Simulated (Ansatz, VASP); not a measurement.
# Cross-check of HfC between VASP and Ansatz

Aim: how closely do two programs agree when they are given the same cell, functional and k mesh? The cell is taken from a series of runs on this material, whose earlier steps may have relaxed, scaled, displaced or heated it; both programs get it as it stands.

Calculated with Ansatz 0.2.0; plane waves, with VASP 6.6.1 beside it; zone-centre phonons at PBEsol.

**1. Starting point**

Symmetry: Immm, No. 71, orthorhombic system. The conventional cell has a = 3.127 Å, b = 3.297 Å, c = 4.632 Å, α = 90.00°, β = 90.00°, γ = 90.00°. Nearest to C lie 6 Hf at 2.27 to 2.32 Å. Nearest to Hf lie 6 C at 2.27 to 2.32 Å. Farther neighbours are not listed.

**2. Ansatz: zone-centre phonons, PBEsol**

Ansatz runs on its PAW soft_1 files.

Second derivatives magnify differences that forces hide, and they need a tight electronic threshold.

File input.yaml:

```yaml
crystal:
  lattice:
    - [-0.0600156388, 2.2714525065, 2.3157805584]
    - [2.2714525065, -0.0600156388, 2.3157805584]
    - [2.2114368677, 2.2114368677, 0.0]
  atoms:
    - { symbol: C, position: [0.0, 0.0, 0.0] }
    - { symbol: Hf, position: [0.5, 0.5, 0.5] }
kpoints:
  mp_grid: { grid: [16, 16, 16] }
hamiltonian:
  xc: pbesol
  pseudopotentials: { kind: paw, azcp: { folder: soft_1 }, xc_functional: pbe }
scf:
  occupations: { method: methfessel_paxton, width: 0.2 }
output:
  eigenvalues: true
phonons:
  method: dfpt
```

Run with:

```sh
ansatz run input.yaml --threads 4 --pin off --max-ram 10240MiB --backend cpu --events-out ev --progress --plain --runs-dir out
```

Numbers of over 12 decimals in the logs are rounded to 6 here.

The log of the run:

```text
zone centre: on kpoints.mp_grid the ground state, and the responses unless they are solved on pairs of k-points, stand on 1098 of the mesh's 4096 k-points, reduced under 4 symmetry operations, with k and −k counted as one. Each operation leaves every solved displacement unchanged or reverses it
Engine: ansatz 0.2.0, aarch64-unknown-linux-gnu
Pseudopotentials: kind: paw
Pseudopotential: C, paw, valence charge 4, recommended cutoff 420 eV (normal), soft_1/C.paw.azcp
Pseudopotential: Hf, paw, valence charge 26, recommended cutoff 420 eV (normal), soft_1/Hf.paw.azcp
Functional definition: PBEsol
  exchange = pbesol_x
  correlation = pbesol_c
Crystal: 2 atoms, lattice volume = 23.880 Å³
Basis set: ecut = 420 eV, 487 PW (Γ), exchange–correlation on 48×48×48 points (8 copies of the dense FFT grid, shifted against one another)
Bands: 19, of which v1, the nominal top of the filled ones, is band 15 counted from 1 (14 counted from 0)
Symmetry: 8 space group operations
k-points: 1098 of 4096 (irreducible under 4 space group operations)
Non-local potential: C, projectors of the file, l = 0: 2, l = 1: 2, l = 2: 1
Non-local potential: Hf, projectors of the file, l = 0: 3, l = 1: 2, l = 2: 2, l = 3: 3
PAW form: soft (Blöchl's): semilocal exchange-correlation on the pseudo side does not see the compensation charge
PAW frozen core: C, regenerated for the run's functional, and the local potential with it (the file was generated under x = pbe(κ = 0.804, μ = 0.219515), c = pbe(β = 0.066725))
PAW frozen core: Hf, regenerated for the run's functional, and the local potential with it (the file was generated under x = pbe(κ = 0.804, μ = 0.219515), c = pbe(β = 0.066725))
PAW one-centre angular grid: C, 110 points (default); XC on 64 Gauss nodes
PAW one-centre angular grid: Hf, 590 points (default); XC on 64 Gauss nodes
Initial density: superposition of atomic densities (chi_scale 0.1, normalization cell, long waves kept (reshape's long-wave potential 0.00 eV rms))
Initial wavefunctions: pseudopotential atomic-orbital guess
Functional: x = pbesol(κ = 0.804, μ = 0.123457), c = pbesol(β = 0.046)
SCF iter   1: F=—  HF=-15848.010936 eV  |F-HF|=—  |Δ(HF+E_count)|=         —  Δρ=8.86e-2  dr2=2.50e0  ethr=3.10e-3  ⟨swp⟩=4.9  Hψ=92580  notcnv=0
preconditioner: auto → Kerker (q_TF=auto, 2.834 Å⁻¹)  [metal: Δε(μ)=0.029 eV  Ē_g=17.700 eV  σ=0.200 eV  W_gap=0.12  n_scr=14 (ndim 8)  ℏωp=40.2 eV  f_vac=0.000  D(μ)=0.18/eV (n_scr^D=0)]
SCF iter   2: F=—  HF=-15847.489635 eV  |F-HF|=—  |Δ(HF+E_count)|=   5.21e-1  S|Δr|=    0.00e0  Δρ=3.40e-2  dr2=2.75e-1  ethr=3.10e-3  ⟨swp⟩=2.4  Hψ=38100  notcnv=0  defer=5
SCF iter   3: F=—  HF=-15847.432127 eV  |F-HF|=—  |Δ(HF+E_count)|=   5.75e-2  S|Δr|=    0.00e0  Δρ=1.41e-2  dr2=2.89e-2  ethr=9.18e-4  ⟨swp⟩=2.0  Hψ=37918  notcnv=0  defer=1
SCF iter   4: F=—  HF=-15847.425371 eV  |F-HF|=—  |Δ(HF+E_count)|=   6.76e-3  S|Δr|=    0.00e0  Δρ=8.13e-3  dr2=7.43e-3  ethr=9.63e-5  ⟨swp⟩=2.1  Hψ=37388  notcnv=0
SCF iter   5: F=—  HF=-15847.425403 eV  |F-HF|=—  |Δ(HF+E_count)|=   3.19e-5  S|Δr|=    0.00e0  Δρ=1.44e-3  dr2=2.71e-4  ethr=2.48e-5  ⟨swp⟩=2.0  Hψ=32468  notcnv=0
SCF iter   6: F=—  HF=-15847.425333 eV  |F-HF|=—  |Δ(HF+E_count)|=   6.98e-5  S|Δr|=    0.00e0  Δρ=2.60e-4  dr2=1.64e-5  ethr=9.04e-7  ⟨swp⟩=2.4  Hψ=36442  notcnv=0
SCF iter   7: F=—  HF=-15847.425337 eV  |F-HF|=—  |Δ(HF+E_count)|=   3.51e-6  S|Δr|=    0.00e0  Δρ=7.34e-5  dr2=9.67e-7  ethr=5.48e-8  ⟨swp⟩=2.3  Hψ=38174  notcnv=0
SCF iter   8: F=—  HF=-15847.425335 eV  |F-HF|=—  |Δ(HF+E_count)|=   1.24e-6  S|Δr|=    0.00e0  Δρ=1.37e-5  dr2=2.71e-8  ethr=3.22e-9  ⟨swp⟩=3.0  Hψ=39497  notcnv=0
SCF iter   9: F=—  HF=-15847.425335 eV  |F-HF|=—  |Δ(HF+E_count)|=   1.31e-8  S|Δr|=    0.00e0  Δρ=2.71e-6  dr2=1.52e-9  ethr=9.04e-11  ⟨swp⟩=2.1  Hψ=29924  notcnv=0
SCF iter  10: F=—  HF=-15847.425335 eV  |F-HF|=—  |Δ(HF+E_count)|=  1.04e-10  S|Δr|=    0.00e0  Δρ=2.90e-7  dr2=1.90e-11  ethr=5.07e-12  ⟨swp⟩=2.2  Hψ=35801  notcnv=0
SCF iter  11: F=-15847.425335 eV  HF=-15847.425335 eV  |F-HF|=3.64e-12  |Δ(HF+E_count)|=    0.00e0  S|Δr|=    0.00e0  Δρ=5.54e-8  dr2=5.42e-13  ethr=1.00e-12  ⟨swp⟩=7.7  Hψ=123342  notcnv=0
SCF 1 converged in 11 iterations: F = -15847.425335 eV  dr2 = 5.42e-13
  greatest PAW one-centre occupation: 0.998 electrons in one spin orbital (limit 2), on the Hf atom at site 1 (counted from 0), in its partial waves of l = 0
DFPT response loops at Γ: preconditioner auto → Kerker (q_TF=auto, 2.834 Å⁻¹) (partly filled bands, converged f_vac=0.000); β = 1.00, the filter's whole step (`scf.mixing.beta` (0.50) is not read by the response loops under this deck's `scf.mixing.preconditioner`; to damp them name `kerker` or `kerker_dos`, under which they read `scf.mixing.beta`, and type it under 1.00, their step now; both keys bind the ground state too); Broyden in place of MSR1
SCF converged after 11 iterations
Stability not checked: this state was not tested for a lower state beside it, because cold or Methfessel-Paxton smearing, or corrected tetrahedra, fill the levels in a way that the test cannot read (fill_not_monotonic; see scf.lower_state_search)
Free energy (F): -15847.425335 eV
Harris-Foulkes:  -15847.425335 eV  (|F-HF|=3.64e-12)
Internal energy: -15847.425385 eV  (E = F + TS)
E sigma→0 (E₀):  -15847.425348 eV
Entropy (-TS):   0.000050 eV (0.025 meV/atom)
Fermi energy:    19.509796 eV
--- Per-component energies (eV) ---
  E_band       = 97.084386
  E_kinetic    = 496.906820
  E_local      = -6090.613234  (includes V_loc(G=0)·N_el)
  E_nonlocal   = 91.523216
  E_hartree    = 2993.826327
  E_xc         = -313.101493
  E_vxc        = -314.868877  (∫ρ·V_xc dr)
  E_paw        = -7674.101152  (= ΣΔE_a)
  E_vpaw       = -73.516283  (= ΣTr[D̂ρ^β])
  E_aug_tail   = 0.000111  (compensation charges beyond the density's cutoff)
  E_ewald      = -5353.138137
  E_core_change = 1.272157  (= ΣΔE_core)
  E_smearing   = 0.000050  (= −TS)
  E_closure    = 0.000000  (closes the sum)
  Σ components = -15847.425335   (vs F -15847.425335, Δ=0.00e0)
--- Band table (eV; the first three rows and the last of 1098) ---
  k-point 0: bands = [... 11 lower, 8.7574, 20.4765, 20.4822, 20.5104, 20.5855, 20.8332, 21.3043, 22.8187]
  k-point 1: bands = [... 11 lower, 8.7559, 19.8578, 19.9106, 20.0549, 20.7659, 20.9918, 21.6406, 23.3836]
  k-point 2: bands = [... 11 lower, 8.7561, 18.8560, 18.9823, 19.1941, 21.1079, 21.3518, 21.9689, 24.5297]
  k-point 1097: bands = [... 11 lower, 8.8209, 16.7727, 17.4632, 19.3183, 19.8539, 25.0598, 26.5714, 26.5808]
--- Phonons (Γ-DFPT): 4 representative perturbations + reference, on 1098 of 4096 k-points (Σ response iterations 12) ---
  k mesh reduced under 4 symmetry operations, with k and −k counted as one. Each operation leaves every solved displacement unchanged or reverses it
  ASR residual: 4.462e-6 → 0.000e0 eV/Å²; symmetrization residual: 5.867e-7 eV/Å²
  ASR residual per site (eV/Å²): 4.46e-6 3.85e-6
  Γ frequencies (cm⁻¹): 0.00 0.00 0.00 432.78 462.62 517.52
  non-analytic LO–TO correction: not included (Born effective charges unavailable; polar crystals: no LO–TO splitting at Γ)
```

Reading the cycles: dr2 is the Hartree energy of the density residual (eV), the measure of convergence; HF is the Harris–Foulkes estimate of the energy, which meets the free energy F at convergence.

[end of part 1 of 2]

[Lines on the potential files, build, host, timing and source positions are cut from VASP's logs without a mark.]

[Logs are printed without paths, hosts, clocks, repeated set-up lines and the standing remarks that a program may print on its own settings, such as how far it seeks lower states.]

[Hosts, paths, dates, database ids (printed as entryN), source tags and the programs' standing remarks are cut or masked in the printed files.]
